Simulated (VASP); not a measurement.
# CsNiN: hyperfine terms and field gradients, part 4 of 4

Aim: the hyperfine contact terms and the field gradients at the nuclei of CsNiN, by functional. The start is a computed cell from the Materials Project.

VASP 6.6.1, plane waves and PAW; the level of theory is named at each step.

So far. Step 2 (Local probes at LDA): The largest gradient is 144.3 V/Å², at Cs1.

**3. Local probes at r2SCAN (continued)**

Level of this step: r2SCAN, DFT+U (Ni d 3 eV), spin-polarised from a ferromagnetic start; plane waves and PAW (Cs_sv, Ni, N) (VASP).

OUTCAR, selected parts (step 3):

```text
The static configuration has the point symmetry D_3h.

 Found     21 irreducible k-points:

   NELECT =      48.0000    total number of electrons

atom =   3  type =  2  l = 2

 onsite density matrix

spin component  1

  0.9445  0.0000  0.0000  0.0000 -0.0000
  0.0000  0.8221 -0.0000 -0.0000 -0.0000
  0.0000 -0.0000  0.8869 -0.0000  0.0000
  0.0000 -0.0000 -0.0000  0.8221  0.0000
 -0.0000 -0.0000  0.0000  0.0000  0.9445

spin component  2

  0.9418  0.0000  0.0000  0.0000 -0.0000
  0.0000  0.6399 -0.0000 -0.0000 -0.0000
  0.0000 -0.0000  0.8812 -0.0000  0.0000
  0.0000 -0.0000 -0.0000  0.6399 -0.0000
 -0.0000 -0.0000  0.0000 -0.0000  0.9418

 occupancies and eigenvectors

  o =  0.6399  v =  0.0000  0.0000  0.0000  0.0000  0.0000  0.0000 -0.6474 -0.0000 -0.7621 -0.0000      0.0000  0.0000  0.0000  0.0000  0.0000  0.0000  0.0000  0.0000  0.0000  0.0000
  o =  0.6399  v =  0.0000  0.0000  0.0000  0.0000  0.0000  0.0000 -0.7621 -0.0000  0.6474 -0.0000      0.0000  0.0000  0.0000  0.0000  0.0000  0.0000  0.0000  0.0000  0.0000  0.0000
  o =  0.8221  v =  0.0000 -0.6474  0.0000 -0.7622  0.0000  0.0000  0.0000  0.0000  0.0000  0.0000      0.0000  0.0000  0.0000  0.0000  0.0000  0.0000  0.0000  0.0000  0.0000  0.0000
  o =  0.8221  v =  0.0000 -0.7622  0.0000  0.6474  0.0000  0.0000  0.0000  0.0000  0.0000  0.0000      0.0000  0.0000  0.0000  0.0000  0.0000  0.0000  0.0000  0.0000  0.0000  0.0000
  o =  0.8812  v =  0.0000  0.0000  0.0000  0.0000  0.0000  0.0000  0.0000 -1.0000  0.0000  0.0000      0.0000  0.0000  0.0000  0.0000  0.0000  0.0000  0.0000  0.0000  0.0000  0.0000
  o =  0.8869  v =  0.0000 -0.0000 -1.0000  0.0000  0.0000  0.0000  0.0000  0.0000  0.0000  0.0000      0.0000  0.0000  0.0000  0.0000  0.0000  0.0000  0.0000  0.0000  0.0000  0.0000
  o =  0.9418  v =  0.0000  0.0000  0.0000  0.0000  0.0000  0.0210 -0.0000  0.0000 -0.0000  0.9998      0.0000  0.0000  0.0000  0.0000  0.0000  0.0000  0.0000  0.0000  0.0000  0.0000
  o =  0.9418  v =  0.0000  0.0000  0.0000  0.0000  0.0000  0.9998  0.0000  0.0000  0.0000 -0.0210      0.0000  0.0000  0.0000  0.0000  0.0000  0.0000  0.0000  0.0000  0.0000  0.0000
  o =  0.9445  v =  0.0447  0.0000  0.0000  0.0000  0.9990  0.0000  0.0000  0.0000  0.0000  0.0000      0.0000  0.0000  0.0000  0.0000  0.0000  0.0000  0.0000  0.0000  0.0000  0.0000
  o =  0.9445  v =  0.9990 -0.0000  0.0000 -0.0000 -0.0447  0.0000  0.0000  0.0000  0.0000  0.0000      0.0000  0.0000  0.0000  0.0000  0.0000  0.0000  0.0000  0.0000  0.0000  0.0000

atom =   4  type =  2  l = 2

 onsite density matrix

spin component  1

  0.9445  0.0000  0.0000 -0.0000 -0.0000
  0.0000  0.8221  0.0000 -0.0000  0.0000
  0.0000  0.0000  0.8869  0.0000  0.0000
 -0.0000 -0.0000  0.0000  0.8221 -0.0000
 -0.0000  0.0000  0.0000 -0.0000  0.9445

spin component  2

  0.9418  0.0000  0.0000 -0.0000 -0.0000
  0.0000  0.6399  0.0000 -0.0000  0.0000
  0.0000  0.0000  0.8812  0.0000  0.0000
 -0.0000 -0.0000  0.0000  0.6399 -0.0000
 -0.0000  0.0000  0.0000 -0.0000  0.9418

 occupancies and eigenvectors

  o =  0.6399  v =  0.0000  0.0000  0.0000  0.0000  0.0000  0.0000  0.6475  0.0000  0.7621  0.0000      0.0000  0.0000  0.0000  0.0000  0.0000  0.0000  0.0000  0.0000  0.0000  0.0000
  o =  0.6399  v =  0.0000  0.0000  0.0000  0.0000  0.0000  0.0000 -0.7621 -0.0000  0.6475 -0.0000      0.0000  0.0000  0.0000  0.0000  0.0000  0.0000  0.0000  0.0000  0.0000  0.0000
  o =  0.8221  v = -0.0000 -0.6474 -0.0000 -0.7621  0.0000  0.0000  0.0000  0.0000  0.0000  0.0000      0.0000  0.0000  0.0000  0.0000  0.0000  0.0000  0.0000  0.0000  0.0000  0.0000
  o =  0.8221  v = -0.0000  0.7621  0.0000 -0.6474 -0.0000  0.0000  0.0000  0.0000  0.0000  0.0000      0.0000  0.0000  0.0000  0.0000  0.0000  0.0000  0.0000  0.0000  0.0000  0.0000
  o =  0.8812  v =  0.0000  0.0000  0.0000  0.0000  0.0000  0.0000  0.0000 -1.0000 -0.0000  0.0000      0.0000  0.0000  0.0000  0.0000  0.0000  0.0000  0.0000  0.0000  0.0000  0.0000
  o =  0.8869  v =  0.0000  0.0000 -1.0000 -0.0000  0.0000  0.0000  0.0000  0.0000  0.0000  0.0000      0.0000  0.0000  0.0000  0.0000  0.0000  0.0000  0.0000  0.0000  0.0000  0.0000
  o =  0.9418  v =  0.0000  0.0000  0.0000  0.0000  0.0000  0.0493 -0.0000  0.0000  0.0000  0.9988      0.0000  0.0000  0.0000  0.0000  0.0000  0.0000  0.0000  0.0000  0.0000  0.0000
  o =  0.9418  v =  0.0000  0.0000  0.0000  0.0000  0.0000  0.9988  0.0000  0.0000 -0.0000 -0.0493      0.0000  0.0000  0.0000  0.0000  0.0000  0.0000  0.0000  0.0000  0.0000  0.0000
  o =  0.9445  v =  0.9960  0.0000  0.0000 -0.0000  0.0893  0.0000  0.0000  0.0000  0.0000  0.0000      0.0000  0.0000  0.0000  0.0000  0.0000  0.0000  0.0000  0.0000  0.0000  0.0000
  o =  0.9445  v = -0.0893  0.0000  0.0000 -0.0000  0.9960  0.0000  0.0000  0.0000  0.0000  0.0000      0.0000  0.0000  0.0000  0.0000  0.0000  0.0000  0.0000  0.0000  0.0000  0.0000

 E-fermi :   1.3957

 spin component 1
 k-point     1 :       0.0000    0.0000    0.0000
  band No.  band energies     occupation
    ...
     20      -0.8327      1.00000
     21      -0.8326      1.00000
     22      -0.7555      1.00000
     23      -0.7554      1.00000
     24       0.1735      1.00000
     25       2.3545      0.00000
     26       2.3545      0.00000
     27       3.2825      0.00000
     28       4.5571      0.00000
     29       4.5571      0.00000
    ...

 k-point     2 :       0.1667   -0.0000    0.0000
  band No.  band energies     occupation
    ...
     20      -0.8248      1.00000
     21      -0.8229      1.00000
     22      -0.7612      1.00000
     23      -0.7432      1.00000
     24       0.0957      1.00000
     25       2.3446      0.00000
     26       2.3882      0.00000
     27       3.4763      0.00000
     28       4.3400      0.00000
     29       4.5583      0.00000
    ...

 k-point     3 :       0.3333   -0.0000    0.0000
  band No.  band energies     occupation
    ...
     20      -0.8031      1.00000
     21      -0.7987      1.00000
     22      -0.7945      1.00000
     23      -0.6882      1.00000
     24      -0.0616      1.00000
     25       2.3459      0.00000
     26       2.4587      0.00000
     27       3.8671      0.00000
     28       4.0026      0.00000
     29       4.3483      0.00000
    ...

 k-point     4 :       0.5000    0.0000    0.0000
  band No.  band energies     occupation
    ...
     20      -0.8247      1.00000
     21      -0.7929      1.00000
     22      -0.7777      1.00000
     23      -0.6389      1.00000
     24      -0.1445      1.00000
     25       2.3565      0.00000
     26       2.4955      0.00000
     27       3.8627      0.00000
     28       4.0686      0.00000
     29       4.2001      0.00000
    ...

  Total       -0.6568330     -0.6568330     -4.1500870      0.0000000      0.0000000      0.0000000
  in kB       -5.7499378     -5.7499378    -36.3299988      0.0000000      0.0000000      0.0000000
  external PRESSURE =     -15.9432915 kB  Pullay stress =       0.0000000 kB

 POSITION                                       TOTAL-FORCE (eV/Angst)
 -----------------------------------------------------------------------------------
      2.76848      1.59838      1.72333        -0.000000      0.000000     -0.000000
      2.76848      1.59838      5.16999        -0.000000      0.000000     -0.000000
     -0.00000      3.19677      0.00000         0.000000     -0.000000      0.000000
     -0.00000      3.19677      3.44666         0.000000     -0.000000      0.000000
     -0.00000      3.19677      1.72333        -0.000000      0.000000     -0.000000
     -0.00000      3.19677      5.16999        -0.000000      0.000000     -0.000000
 -----------------------------------------------------------------------------------
    total drift:                                0.000001     -0.000000     -0.000000

  FREE ENERGIE OF THE ION-ELECTRON SYSTEM (eV)
  ---------------------------------------------------
  free  energy   TOTEN  =       -87.9200402933 eV

  energy  without entropy=      -87.9194095901  energy(sigma->0) =      -87.91972494

 Electric field gradients after diagonalization (V/A^2)
 (convention: |V_zz| > |V_xx| > |V_yy|)
----------------------------------------------------------------------
 ion       V_xx      V_yy      V_zz     asymmetry (V_yy - V_xx)/ V_zz
----------------------------------------------------------------------
   1     -68.624   -68.623   137.247       0.000
   2     -68.624   -68.623   137.247       0.000
   3      17.059    17.058   -34.117       0.000
   4      17.059    17.058   -34.117       0.000
   5      38.425    38.424   -76.850       0.000
   6      38.425    38.424   -76.850       0.000
----------------------------------------------------------------------

 Fermi contact (isotropic) hyperfine coupling parameter (MHz)
 -------------------------------------------------------------
  ion      A_pw      A_1PS     A_1AE     A_1c      A_tot
 -------------------------------------------------------------
   1      -0.016    -0.017     2.921     0.034     2.921
   2      -0.016    -0.017     2.921     0.034     2.921
   3      11.637    11.637     2.540    -9.708     2.540
   4      11.637    11.637     2.540    -9.708     2.540
   5       0.997     0.998     2.505    -1.295     2.504
   6       0.997     0.998     2.505    -1.295     2.504
 -------------------------------------------------------------

 Total hyperfine coupling parameters after diagonalization (MHz)
 (convention: |A_zz| > |A_xx| > |A_yy|)
 ----------------------------------------------------------------------
  ion      A_xx      A_yy      A_zz     asymmetry (A_yy - A_xx)/ A_zz
 ----------------------------------------------------------------------
   1       3.127     2.509     3.127      -0.198
   2       3.127     2.509     3.127      -0.198
   3      -2.039    -2.039    11.700       0.000
   4      -2.039    -2.039    11.700       0.000
   5       2.977     1.558     2.977      -0.477
   6       2.977     1.558     2.977      -0.477
 ---------------------------------------------------------------------

 total charge
# of ion       s       p       d       tot
------------------------------------------
    1        1.853   4.711   0.049   6.613
    2        1.853   4.711   0.049   6.613
    3        0.627   0.630   8.432   9.690
    4        0.627   0.630   8.432   9.690
    5        1.284   2.353   0.000   3.637
    6        1.284   2.353   0.000   3.637
--------------------------------------------------
tot          7.528  15.387  16.963  39.879

 magnetization (x)
# of ion       s       p       d       tot
------------------------------------------
    1        0.000   0.002   0.001   0.004
    2        0.000   0.002   0.001   0.004
    3        0.001   0.017   0.377   0.394
    4        0.001   0.017   0.377   0.394
    5        0.002   0.051   0.000   0.052
    6        0.002   0.051   0.000   0.052
--------------------------------------------------
tot          0.005   0.140   0.756   0.901

[... 8 parts as in an earlier step ...]

[... 9 further parts left out ...]
```

The PAW data sets were made with PBE, which is usual practice but a small mismatch for other functionals.

Numbers from this step:

```yaml
free_energy_toten: -87.9200 eV
energy_at_zero_smearing: -87.9197 eV
fermi_energy: 1.396 eV
pressure: -1.594 GPa
moment_of_the_cell_from_the_last_line_of_the_log: 0.9985 μB
```

Spin moment in the PAW sphere by atom:

```
atom  spin moment in the PAW sphere (μB)
 Cs1                               0.004
 Cs2                               0.004
 Ni3                               0.394
 Ni4                               0.394
  N5                               0.052
  N6                               0.052
```

For a gyromagnetic ratio of 1 MHz/T at every nucleus. The program has divided the terms by the spin of the whole cell, so they fall as a cell holds more magnetic ions. A_tot leaves out the core's term, which the program lists beside it. Hyperfine Fermi contact, by row:

```
atom  A_tot (MHz)  core term A_1c (MHz)  contact term, their sum (MHz)
 Cs1        2.921                 0.034                          2.955
 Cs2        2.921                 0.034                          2.955
 Ni3         2.54                -9.708                         -7.168
 Ni4         2.54                -9.708                         -7.168
  N5        2.504                -1.295                          1.209
  N6        2.504                -1.295                          1.209
```

Ordered as |Vzz| ≥ |Vxx| ≥ |Vyy|, the program's way. Electric field gradients, by row:

```
atom  Vxx (V/Å²)  Vyy (V/Å²)  Vzz (V/Å²)  asymmetry
 Cs1      -68.62      -68.62       137.2          0
 Cs2      -68.62      -68.62       137.2          0
 Ni3       17.06       17.06      -34.12          0
 Ni4       17.06       17.06      -34.12          0
  N5       38.42       38.42      -76.85          0
  N6       38.42       38.42      -76.85          0
```

The largest gradient is 137.2 V/Å², at Cs1.

**4. Summary**

This step: electric field gradients, LDA, r2SCAN; plane waves and PAW (VASP 6.6.1).

This step runs nothing: it gathers the runs above.

Cost is wall time times ranks on a shared host. EFG, by row:

```
functional  Vzz Cs1 (V/Å²)  Vzz Cs2 (V/Å²)  Vzz Ni3 (V/Å²)  Vzz Ni4 (V/Å²)  Vzz N5 (V/Å²)  Vzz N6 (V/Å²)  cost (core minutes)
       LDA           144.3           144.3          -50.44          -50.44         -76.95         -76.95                  5.8
    r2SCAN           137.2           137.2          -34.12          -34.12         -76.85         -76.85                16.53
```

**5. What came out**

```
LDA    : largest |Vzz| 144 V/Å²
r2SCAN : largest |Vzz| 137 V/Å²
```

What this shows: The largest field gradient is that at Cs1, Vzz = 144 V/Å² at LDA, with an asymmetry of 0.00. On that site the functionals span 137 to 144 V/Å², at costs of 5.8 to 17 core minutes. The Hubbard term of the inputs acts at every level. The largest contact term, with the core's share, for a gyromagnetic ratio of 1 MHz/T and divided by the spin of the whole cell: -6.18 MHz on Ni3 at LDA and -7.17 MHz on Ni3 at r2SCAN. At magnetic ions the core's share is large and depends on the functional. The values belong to the ordered state computed here. For isotopes with a quadrupole moment, the coupling follows from Vzz times that moment. Kohn-Sham core levels are too shallow against measured binding energies; only differences between inequivalent sites of one element, where there are any, carry meaning. The given cell is kept, although it stands at -4.2 GPa at LDA and ENCUT = 560 eV, which holds the mismatch of the given cell with this functional, any error of the entry itself and any basis-set error. All of it rests on one ferromagnetic start, which may not be the order of the real compound, and on the typed U. Not tabulated here, as repeats of values shown or as unfit to read for their mesh, reference level or band range: hyperfine terms (local probes).

[Lines on the potential files, build, host, timing and source positions are cut from VASP's logs without a mark.]

[Logs are printed without paths, hosts, clocks, repeated set-up lines and the standing remarks that a program may print on its own settings, such as how far it seeks lower states.]

[Hosts, paths, dates, database ids (printed as entryN), source tags and the programs' standing remarks are cut or masked in the printed files.]
